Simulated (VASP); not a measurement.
# BPt (I4/mmm) in VASP: settings compared, part 2 of 2

VASP 6.6.1.

**3. Relaxation of cell and atoms, SCAN**

The input, INCAR:

```
PREC = Accurate ; ENCUT = 600
EDIFF = 1E-7 ; ISMEAR = 0
SIGMA = 0.05 ; LREAL = F
LASPH = T ; NELM = 80
ALGO = Normal ; ISIF = 3
LWAVE = F ; LCHARG = F
METAGGA = SCAN ; LMIXTAU = T
IBRION = 2 ; NSW = 40
EDIFFG = -0.01
```

The input, KPOINTS:

```
Automatic mesh
0
Gamma
  12 12 12
```

The input, POSCAR:

```
BPt
1.0
   -1.6113195500      1.6113195500      2.2516265200
    1.6113195500     -1.6113195500      2.2516265200
    1.6113195500      1.6113195500     -2.2516265200
B Pt
1 1
Direct
    0.5000000000      0.5000000000      0.0000000000
    0.0000000000      0.0000000000      0.0000000000
```

Potentials or basis: VASP PAW PBE potentials, release 64 (B, Pt).

Started as:

```bash
> cat potpaw_PBE.64/B/POTCAR potpaw_PBE.64/Pt/POTCAR > POTCAR
> mpirun -np 1 vasp_std > vasp.out
```

OUTCAR:

```text
PREC = Accurate
   ENCUT = 600
   EDIFF = 1E-7
   ISMEAR = 0
   LREAL = F
   LASPH = T
   NELM = 80
   ISIF = 3
   METAGGA = SCAN
   IBRION = 2
   NSW = 40
   EDIFFG = -0.01

 ion  position               nearest neighbor table
   1  0.500  0.500  0.000-   2 2.25   2 2.25   2 2.28   2 2.28   2 2.28   2 2.28
   2  0.000  0.000  0.000-   1 2.25   1 2.25   1 2.28   1 2.28   1 2.28   1 2.28

  LATTYP: Found a body centered tetragonal cell.
 ALAT       =     3.2226391000
 C/A-ratio  =     1.3973805010

  Lattice vectors:

 A1 = (  -1.6113195500,   1.6113195500,   2.2516265200)
 A2 = (   1.6113195500,  -1.6113195500,   2.2516265200)
 A3 = (   1.6113195500,   1.6113195500,  -2.2516265200)

Analysis of symmetry for initial positions (statically):
=====================================================================
 Subroutine PRICEL returns:
 Original cell was already a primitive cell.

 Routine SETGRP: Setting up the symmetry group for a
 body centered tetragonal supercell.

 Subroutine GETGRP returns: Found 16 space group operations
 (whereof 16 operations were pure point group operations)
 out of a pool of 16 trial point group operations.

The static configuration has the point symmetry D_4h.

Analysis of symmetry for dynamics (positions and initial velocities):
=====================================================================
 Subroutine PRICEL returns:
 Original cell was already a primitive cell.

 Routine SETGRP: Setting up the symmetry group for a
 body centered tetragonal supercell.

 Subroutine GETGRP returns: Found 16 space group operations
 (whereof 16 operations were pure point group operations)
 out of a pool of 16 trial point group operations.

The dynamic configuration has the point symmetry D_4h.

 Subroutine INISYM returns: Found 16 space group operations
 (whereof 16 operations are pure point group operations),
 and found     1 'primitive' translations

----------------------------------------------------------------------------------------

                                     Primitive cell

  volume of cell :      23.3840

  direct lattice vectors                    reciprocal lattice vectors
    -1.611319550  1.611319550  2.251626520     0.000000000  0.310304682  0.222061694
[... 100 lines left out ...]
   EFERMI =   0.00;   METHOD = LEGACY
   ISMEAR =     0;   SIGMA  =   0.05  broadening in eV -4-tet -1-fermi 0-gaus
   EFERMI_NEDOS =   21; number of points for ismear=-14 and -15
   IALGO  =     38    algorithm
   IMIX   =      4    mixing-type and parameters
     AMIX     =   0.40;   BMIX     =  1.00
     AMIX_MAG =   1.60;   BMIX_MAG =  1.00
  volume/ion in A,a.u.               =      11.69        78.90
  Fermi-wavevector in a.u.,A,eV,Ry     =   1.346117  2.543792 24.654168  1.812030
  Thomas-Fermi vector in A             =   2.473975
   LORBIT       =      0    0 simple, 1 ext, 2 COOP (PROOUT), +10 PAW based schemes
   METAGGA = SCAN    functional components
   LHFCALC =     F    Hartree Fock is set to
   AEXX    =    0.0000 exact exchange contribution
   IVDW    =     0    specifies the selected vdW correction
   LEPSILON=     F    determine dielectric tensor
   LRPA    =     F    only Hartree local field effects (RPA)
 conjugate gradient relaxation of ions
 non-spin polarized calculation
 Gauss-broadening in eV      SIGMA  =   0.05
  energy-cutoff  :      600.00
  volume of cell :       23.38
 maximum number of plane-waves:       801
 NGX is ok and might be reduce to    28
   NGX = 13   NGY = 13   NGZ = 13

--------------------------------------- Ionic step        1  -------------------------------------------

 number of electron      12.9999999 magnetization

 Free energy of the ion-electron system (eV)
  ---------------------------------------------------
  ext. energy  EPLUGINS =         0.00000000
  ---------------------------------------------------
  free energy    TOTEN  =       -77.24252797 eV

  energy without entropy =      -77.24069561  energy(sigma->0) =      -77.24161179

 E-fermi :   9.4069     XC(G=0): -13.5959

 val. band max:        9.4052591785   @ k =  -0.1667   0.3333   0.1667
 cond. band min:       9.4116552242   @ k =   0.5000   0.5000   0.1667
 fundamental gap:      0.0063960457
 Fermi energy:         9.4069213972

 k-point     1 :       0.0000    0.0000    0.0000
  band No.  band energies     occupation
      1      -3.7267      2.00000
      2       4.9600      2.00000
      3       4.9601      2.00000
      4       5.0684      2.00000
      5       5.8338      2.00000
      6       5.8722      2.00000
      7      11.8756      0.00000
      8      11.9288      0.00000
      9      11.9288      0.00000
     10      21.1665      0.00000
[... 478 lines left out ...]
--------------------------------------- Ionic step        6  -------------------------------------------

 number of electron      13.0000001 magnetization

 Free energy of the ion-electron system (eV)
  ---------------------------------------------------
  ext. energy  EPLUGINS =         0.00000000
  ---------------------------------------------------
  free energy    TOTEN  =       -77.27355410 eV

  energy without entropy =      -77.27178723  energy(sigma->0) =      -77.27267067

 E-fermi :  10.0987     XC(G=0): -13.8278

 val. band max:       10.0964626112   @ k =   0.3333   0.0833   0.0000
 cond. band min:      10.1103866036   @ k =   0.3333   0.1667   0.0000
 fundamental gap:      0.0139239924
 Fermi energy:        10.0986711366

 k-point     1 :       0.0000    0.0000    0.0000
  band No.  band energies     occupation
      1      -3.5110      2.00000
      2       5.4042      2.00000
      3       5.4093      2.00000
      4       5.4093      2.00000
      5       6.3251      2.00000
      6       6.3311      2.00000
      7      12.5339      0.00000
      8      12.5339      0.00000
      9      12.5342      0.00000
     10      22.4050      0.00000
[... 328 lines left out ...]
  FREE ENERGIE OF THE ION-ELECTRON SYSTEM (eV)
  ---------------------------------------------------
  free  energy   TOTEN  =       -77.2735541011 eV

  energy  without entropy=      -77.2717872343  energy(sigma->0) =      -77.27267067

 reached required accuracy - stopping structural energy minimisation
```

It took 18 min on 1 thread of Intel Xeon Platinum 8488C (Sapphire Rapids), shared host; peak memory 0.24 GiB.

Results:

| Item | Value |
| --- | --- |
| Free energy | -77.2736 eV |
| Relaxed volume | 11.22 Å³/atom |
| Relaxed cell | a = 3.166 Å, b = 3.166 Å, c = 3.166 Å, α = 120.00°, β = 120.00°, γ = 90.01° |
| Space group after relaxing (to 0.05 Å) | Fm-3m (No. 225) |
| Energy gained by relaxing | 15.5 meV/atom |
| Ionic steps | 6 |
| Pressure after relaxing | 0.1 GPa |
| Band gap on the k mesh | none (metal or under the smearing width) |

The path:
```csv
step,energy change (eV),largest force (eV/Å),pressure (GPa),volume (Å³)
1,0.0000,0.0000,-9.82,23.38
2,0.0527,0.0000,20.10,21.04
3,-0.0300,0.0000,-0.16,22.46
4,-0.0300,0.0000,0.07,22.45
5,-0.0309,0.0000,0.10,22.44
6,-0.0310,0.0000,0.13,22.44
```

Final structure:
```
CELL_PARAMETERS angstrom
-1.58300 1.58300 2.23842
1.58300 -1.58300 2.23842
1.58300 1.58300 -2.23842
ATOMIC_POSITIONS crystal
B 0.50000 0.50000 0.00000
Pt 0.00000 0.00000 0.00000
```

Caveat: the PAW data sets were made with another functional, which shifts forces and pressure a little. The run has no spin-orbit coupling, so splittings on Pt are missing.

**4. Relaxation of cell and atoms, r2SCAN+D3(BJ)**

The input, INCAR:

```
ALGO     = Normal         # electronic algorithm
EDIFF    = 1E-6           # SCF threshold, eV
EDIFFG   = -0.005         # ionic threshold
ENCUT    = 600            # plane-wave cutoff, eV
IBRION   = 2              # ionic algorithm
ISIF     = 3              # what is computed and relaxed
ISMEAR   = 0              # smearing method
IVDW     = 12             # dispersion correction
LASPH    = T              # aspherical terms in the spheres
LCHARG   = F              # write CHGCAR
LMIXTAU  = T            
LREAL    = F              # projectors in reciprocal space
LWAVE    = F              # write WAVECAR
METAGGA  = R2SCAN         # meta-GGA
NELM     = 60             # most SCF steps
NSW      = 40             # ionic steps
PREC     = Accurate       # precision mode
SIGMA    = 0.05           # smearing width, eV
VDW_A1   = 0.49484001   
VDW_A2   = 5.73083694   
VDW_S6   = 1.0          
VDW_S8   = 0.78981345
```

The input, KPOINTS:

```
k-points
0
Gamma
  12 12 12
```

POSCAR is that of step 3.

Started as:

```bash
> cat potpaw_PBE.64/B/POTCAR potpaw_PBE.64/Pt/POTCAR > POTCAR
> mpirun -np 1 vasp_std > vasp.out
```

It took 13 min on 1 thread of Intel Xeon Platinum 8488C (Sapphire Rapids), shared host; peak memory 0.23 GiB.

The run converged. Its results:

```
Free energy                            : -58.6701 eV
Relaxed volume                         : 11.40 Å³/atom
Relaxed cell                           : a = 3.183 Å, b = 3.183 Å, c = 3.183 Å, α = 120.00°, β = 120.00°, γ = 90.00°
Space group after relaxing (to 0.05 Å) : Fm-3m (No. 225)
Energy gained by relaxing              : 6.4 meV/atom
Ionic steps                            : 8
Pressure after relaxing                : 0.0 GPa
Band gap on the k mesh                 : none (metal or under the smearing width)
Dispersion energy per atom             : -0.224 eV
```

The path:
```tsv
step	energy change (eV)	largest force (eV/Å)	pressure (GPa)	volume (Å³)
1	0.0000	0.0000	-6.03	23.38
2	0.0171	0.0000	11.23	21.93
3	-0.0119	0.0000	0.14	22.80
4	-0.0119	0.0000	0.28	22.79
5	-0.0127	0.0000	0.21	22.79
6	-0.0128	0.0000	0.20	22.79
7	-0.0127	0.0000	-0.32	22.83
8	-0.0128	0.0000	0.02	22.81
```

Final structure:
```
CELL_PARAMETERS angstrom
-1.59160 1.59160 2.25075
1.59160 -1.59160 2.25075
1.59160 1.59160 -2.25075
ATOMIC_POSITIONS crystal
B 0.50000 0.50000 0.00000
Pt 0.00000 0.00000 0.00000
```

Levels at points of the mesh, in eV from the Fermi level:
```tsv
k point	band 4	band 5	band 6	band 7	band 8	band 9
(0.00, 0.00, 0.00)	-4.61	-3.86	-3.86	2.37	2.37	2.37
(0.50, 0.00, 0.00)	-6.42	-2.56	-2.56	-0.71	8.01	8.20
(0.50, 0.50, 0.00)	-2.90	-2.01	-2.01	-0.36	-0.36	1.52
(0.50, 0.50, 0.50)	-2.90	-2.01	-2.01	-0.36	-0.36	1.52
```

Caveat: the PAW data sets were made with another functional, which shifts forces and pressure a little; pairwise dispersion overbinds metals, which lowers pressure and volume. The run has no spin-orbit coupling, so splittings on Pt are missing.

**5. The runs side by side**

```tsv
level	gap on the mesh (eV)	pressure (GPa)	relaxed volume (Å³/atom)
r2SCAN	none	0.0	11.55
SCAN	none	0.1	11.22
r2SCAN+D3(BJ)	none	0.0	11.40
```

Alike in all rows: task relaxation of cell and atoms; potentials or basis VASP PAW PBE potentials, release 64 (B, Pt); no spin polarisation; cell relaxed; k mesh 12 × 12 × 12; cutoff (eV) 600; smearing gaussian 0.05 eV.

Caveats: the PAW data sets were made with another functional, which shifts forces and pressure a little; pairwise dispersion overbinds metals, which lowers pressure and volume (some runs).

Total energies depend on the potentials used, so only differences within one code and one set of settings carry meaning.
